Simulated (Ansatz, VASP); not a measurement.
# HfTeS in two plane-wave programs

Wanted: the spread between two codes on one cell, functional and k mesh. The cell is taken from a series of runs on this material, whose earlier steps may have relaxed, scaled, displaced or heated it; both programs get it as it stands.

Program: Ansatz 0.2.0. Level of theory: plane waves, with VASP 6.6.1 beside it; PBEsol. Results are calculated unless marked as measured.

## Step 1: Starting point

The cell holds 3 atoms: 1 Hf, 1 S and 1 Te. Cell: a = 3.772 Å, b = 3.744 Å, c = 30.000 Å, α = 90.0°, β = 90.0°, γ = 120.2°. Vacuum lies along c.

## Step 2: Ansatz: zone-centre phonons, PBEsol

Ansatz runs on its PAW soft_1 files.

Second derivatives magnify differences that forces hide, and they need a tight electronic threshold.

input.yaml

```yaml
crystal:
  lattice:
    - [3.7717415814, 0.0, 0.0]
    - [-1.8858707907, 3.2340831941, 0.0]
    - [0.0, 0.0, 30.0]
  atoms:
    - { symbol: Hf, position: [-0.0001895737, -0.0003791475, 0.3389445123] }
    - { symbol: S, position: [0.3343075086, 0.6686150171, 0.3819385762] }
    - { symbol: Te, position: [0.6658820652, 0.3317641304, 0.275783578] }
  periodic: [true, true, false]
kpoints:
  mp_grid: { grid: [15, 15, 1] }
hamiltonian:
  xc: pbesol
  pseudopotentials: { kind: paw, azcp: { folder: soft_1 }, xc_functional: pbe }
scf:
  occupations: { method: methfessel_paxton, width: 0.2 }
output:
  eigenvalues: true
phonons:
  method: dfpt
```

On the command line:

```sh
$ ansatz run input.yaml --threads 8 --pin off --max-ram 16384MiB --backend cpu --events-out ev --progress --plain --runs-dir out
```

Numbers of over 12 decimals in the logs are rounded to 6 here.

The program printed:

```text
zone centre: on kpoints.mp_grid the ground state, and the responses unless they are solved on pairs of k-points, stand on 64 of the mesh's 225 k-points, reduced under 2 symmetry operations, with k and −k counted as one. Each operation leaves every solved displacement unchanged or reverses it
Engine: ansatz 0.2.0, aarch64-unknown-linux-gnu
Pseudopotentials: kind: paw
Pseudopotential: Hf, paw, valence charge 26, recommended cutoff 420 eV (normal), soft_1/Hf.paw.azcp
Pseudopotential: S, paw, valence charge 6, recommended cutoff 420 eV (normal), soft_1/S.paw.azcp
Pseudopotential: Te, paw, valence charge 16, recommended cutoff 420 eV (normal), soft_1/Te.paw.azcp
Functional definition: PBEsol
  exchange = pbesol_x
  correlation = pbesol_c
Crystal: 3 atoms, lattice volume = 365.944 Å³
Basis set: ecut = 420 eV, 7185 PW (Γ), exchange–correlation on 54×54×432 points (8 copies of the dense FFT grid, shifted against one another)
Bands: 29, of which v1, the nominal top of the filled ones, is band 24 counted from 1 (23 counted from 0)
Symmetry: 2 space group operations
k-points: 64 of 225 (time reversal used)
Non-local potential: Hf, projectors of the file, l = 0: 3, l = 1: 2, l = 2: 2, l = 3: 3
Non-local potential: S, projectors of the file, l = 0: 2, l = 1: 2, l = 2: 1
Non-local potential: Te, projectors of the file, l = 0: 2, l = 1: 2, l = 2: 2, l = 3: 1
PAW form: soft (Blöchl's): semilocal exchange-correlation on the pseudo side does not see the compensation charge
PAW frozen core: Hf, regenerated for the run's functional, and the local potential with it (the file was generated under x = pbe(κ = 0.804, μ = 0.219515), c = pbe(β = 0.066725))
PAW frozen core: S, regenerated for the run's functional, and the local potential with it (the file was generated under x = pbe(κ = 0.804, μ = 0.219515), c = pbe(β = 0.066725))
PAW frozen core: Te, regenerated for the run's functional, and the local potential with it (the file was generated under x = pbe(κ = 0.804, μ = 0.219515), c = pbe(β = 0.066725))
PAW one-centre angular grid: Hf, 590 points (default); XC on 64 Gauss nodes
PAW one-centre angular grid: S, 110 points (default); XC on 64 Gauss nodes
PAW one-centre angular grid: Te, 590 points (default); XC on 64 Gauss nodes
Initial density: superposition of atomic densities (neutral atoms: chi_scale 0, normalization atom)
Initial wavefunctions: pseudopotential atomic-orbital guess
Functional: x = pbesol(κ = 0.804, μ = 0.123457), c = pbesol(β = 0.046)
SCF iter   1: F=—  HF=-23389.332896 eV  |F-HF|=—  |Δ(HF+E_count)|=         —  Δρ=1.78e-2  dr2=1.78e0  ethr=3.10e-3  ⟨swp⟩=12.8  Hψ=12462  notcnv=0
preconditioner: auto → LDOS  [metal: Δε(μ)=0.069 eV  Ē_g=11.353 eV  σ=0.200 eV  W_gap=0.28  n_scr=32 (ndim 8)  ℏωp=10.6 eV  f_vac=0.762  D(μ)=0.31/eV (n_scr^D=2)  β→1.0]
SCF iter   2: F=—  HF=-23389.496368 eV  |F-HF|=—  |Δ(HF+E_count)|=   1.63e-1  S|Δr|=    0.00e0  Δρ=1.83e-2  dr2=2.23e0  ethr=3.10e-3  ⟨swp⟩=4.9  Hψ=6207  notcnv=0  defer=10
SCF iter   3: F=—  HF=-23388.816382 eV  |F-HF|=—  |Δ(HF+E_count)|=   6.80e-1  S|Δr|=    0.00e0  Δρ=2.31e-3  dr2=3.68e-2  ethr=3.10e-3  ⟨swp⟩=4.3  Hψ=4923  notcnv=0  defer=8
SCF iter   4: F=—  HF=-23388.806078 eV  |F-HF|=—  |Δ(HF+E_count)|=   1.03e-2  S|Δr|=    0.00e0  Δρ=1.08e-3  dr2=5.48e-3  ethr=7.68e-5  ⟨swp⟩=3.1  Hψ=4759  notcnv=0  defer=6
SCF iter   5: F=—  HF=-23388.803877 eV  |F-HF|=—  |Δ(HF+E_count)|=   2.20e-3  S|Δr|=    0.00e0  Δρ=1.98e-4  dr2=1.91e-4  ethr=1.14e-5  ⟨swp⟩=3.0  Hψ=4157  notcnv=0  defer=6
SCF iter   6: F=—  HF=-23388.803898 eV  |F-HF|=—  |Δ(HF+E_count)|=   2.08e-5  S|Δr|=    0.00e0  Δρ=7.63e-5  dr2=6.87e-5  ethr=3.98e-7  ⟨swp⟩=3.5  Hψ=4256  notcnv=0  defer=6
SCF iter   7: F=—  HF=-23388.803901 eV  |F-HF|=—  |Δ(HF+E_count)|=   2.69e-6  S|Δr|=    0.00e0  Δρ=2.99e-5  dr2=1.05e-5  ethr=1.43e-7  ⟨swp⟩=2.8  Hψ=3360  notcnv=0  defer=6
SCF iter   8: F=—  HF=-23388.803911 eV  |F-HF|=—  |Δ(HF+E_count)|=   1.02e-5  S|Δr|=    0.00e0  Δρ=1.56e-5  dr2=5.88e-7  ethr=2.18e-8  ⟨swp⟩=3.0  Hψ=2919  notcnv=0  defer=6
SCF iter   9: F=—  HF=-23388.803992 eV  |F-HF|=—  |Δ(HF+E_count)|=   8.07e-5  S|Δr|=    0.00e0  Δρ=7.81e-6  dr2=2.08e-7  ethr=1.23e-9  ⟨swp⟩=3.1  Hψ=4066  notcnv=0  defer=6
SCF iter  10: F=—  HF=-23388.803992 eV  |F-HF|=—  |Δ(HF+E_count)|=   9.50e-8  S|Δr|=    0.00e0  Δρ=2.18e-6  dr2=1.90e-8  ethr=4.32e-10  ⟨swp⟩=2.8  Hψ=3647  notcnv=0  defer=6
SCF iter  11: F=—  HF=-23388.803992 eV  |F-HF|=—  |Δ(HF+E_count)|=   4.89e-8  S|Δr|=    0.00e0  Δρ=4.28e-7  dr2=8.66e-10  ethr=3.96e-11  ⟨swp⟩=3.9  Hψ=4588  notcnv=0  defer=6
SCF iter  12: F=—  HF=-23388.803992 eV  |F-HF|=—  |Δ(HF+E_count)|=   7.97e-9  S|Δr|=    0.00e0  Δρ=1.50e-7  dr2=7.23e-11  ethr=1.80e-12  ⟨swp⟩=3.6  Hψ=4349  notcnv=0  defer=6
SCF iter  13: F=-23388.803992 eV  HF=-23388.803992 eV  |F-HF|=8.22e-10  |Δ(HF+E_count)|=   1.51e-9  S|Δr|=    0.00e0  Δρ=4.24e-8  dr2=6.12e-12  ethr=1.00e-12  ⟨swp⟩=15.3  Hψ=14869  notcnv=0
SCF 1 converged in 13 iterations: F = -23388.803992 eV  dr2 = 6.12e-12
  greatest PAW one-centre occupation: 0.998 electrons in one spin orbital (limit 2), on the Hf atom at site 0 (counted from 0), in its partial waves of l = 3
DFPT response loops at Γ: preconditioner auto → none (partly filled bands, converged f_vac=0.770); β = 0.50; Broyden in place of MSR1
SCF converged after 13 iterations
Stability not checked: this state was not tested for a lower state beside it, because cold or Methfessel-Paxton smearing, or corrected tetrahedra, fill the levels in a way that the test cannot read (fill_not_monotonic; see scf.lower_state_search)
Free energy (F): -23388.803992 eV
Harris-Foulkes:  -23388.803992 eV  (|F-HF|=8.22e-10)
Internal energy: -23388.804729 eV  (E = F + TS)
E sigma→0 (E₀):  -23388.804176 eV
Entropy (-TS):   0.000737 eV (0.246 meV/atom)
Fermi energy:    -4.715776 eV
--- Per-component energies (eV) ---
  E_band       = -1174.663899
  E_kinetic    = 684.857480
  E_local      = -113712.470198  (includes V_loc(G=0)·N_el)
  E_nonlocal   = 170.619686
  E_hartree    = 56294.832104
  E_xc         = -473.313709
  E_vxc        = -438.043026  (∫ρ·V_xc dr)
  E_paw        = -12763.174143  (= ΣΔE_a)
  E_vpaw       = -469.292265  (= ΣTr[D̂ρ^β])
  E_aug_tail   = 0.000176  (compensation charges beyond the density's cutoff)
  E_ewald      = 46408.156058
  E_core_change = 1.687817  (= ΣΔE_core)
  E_smearing   = 0.000737  (= −TS)
  E_closure    = 0.000000  (closes the sum)
  Σ components = -23388.803992   (vs F -23388.803992, Δ=0.00e0)
--- Band table (eV; the first three rows and the last of 64) ---
  k-point 0: bands = [... 20 lower, -8.4533, -6.8693, -4.5026, -4.4311, -3.9943, -3.9157, -3.2540, -1.3607, ... 1 higher]
  k-point 1: bands = [... 20 lower, -8.4954, -6.7608, -5.0007, -4.7976, -3.8269, -3.6829, -3.0738, -1.2233, ... 1 higher]
  k-point 2: bands = [... 20 lower, -8.4540, -6.5985, -5.8943, -5.1980, -3.9297, -3.2456, -2.8317, -1.2424, ... 1 higher]
  k-point 63: bands = [... 20 lower, -8.5966, -8.0720, -7.1517, -6.7555, -3.8312, -2.8734, -2.1658, -1.0167, ... 1 higher]
--- Phonons (Γ-DFPT): 9 representative perturbations + reference, on 64 of 225 k-points (Σ response iterations 41) ---
  k mesh reduced under 2 symmetry operations, with k and −k counted as one. Each operation leaves every solved displacement unchanged or reverses it
  ASR residual: 7.779e-5 → 0.000e0 eV/Å²; symmetrization residual: 2.176e-5 eV/Å²
  ASR residual per site (eV/Å²): 7.78e-5 6.32e-5 6.07e-5
  Γ frequencies (cm⁻¹): 0.00 0.00 0.00 91.19 91.72 177.78 229.00 229.07 288.98
  non-analytic LO–TO correction: not included (Born effective charges unavailable; polar crystals: no LO–TO splitting at Γ)
```

In the SCF lines HF is the Harris–Foulkes energy and dr2 the Hartree energy of the density residual, in eV; the loop may stop once dr2 is under the threshold and the program's other checks hold. Hψ counts applications of the Hamiltonian.

(Continued in part 2 of 2.)

[Lines on the potential files, build, host, timing and source positions are cut from VASP's logs without a mark.]

[Logs are printed without paths, hosts, clocks, repeated set-up lines and the standing remarks that a program may print on its own settings, such as how far it seeks lower states.]

[Hosts, paths, dates, database ids (printed as entryN), source tags and the programs' standing remarks are cut or masked in the printed files.]
